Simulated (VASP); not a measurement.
Data:

```
CELL_PARAMETERS angstrom
      7.36761     0.00000     0.00000
     -3.68380     6.38054     0.00000
      0.00000     0.00000    23.82369
ATOMIC_POSITIONS crystal
  K  0.33333 0.66667 0.35279
  K  0.00000 0.00000 0.40990
  K  0.66667 0.33333 0.45726
  K  0.33333 0.66667 0.54274
  K  0.00000 0.00000 0.59010
  K  0.66667 0.33333 0.64721
```

Calculation: PBEsol GGA, VASP's PBE PAW potentials (set 64) (plane waves; VASP). Numerical set-up: PREC = Normal, 400 eV cut-off, 5×5×1 Γ-centred mesh, first-order Methfessel-Paxton smearing of 0.10 eV, potentials K_sv.

**Question.** Predict the energy per atom (σ→0), band gap (on the k-mesh) with the smallest direct gap where there is one.

**Answer.** 
- band gap (on the k-mesh) = none (metal, semimetal or under 0.01 eV)
- energy per atom (σ→0) = -0.978 eV/atom

Total energies compare only between runs with the same potentials, cut-off and functional.

The cell is a thin slab with vacuum, built from K (bcc): (111) face.
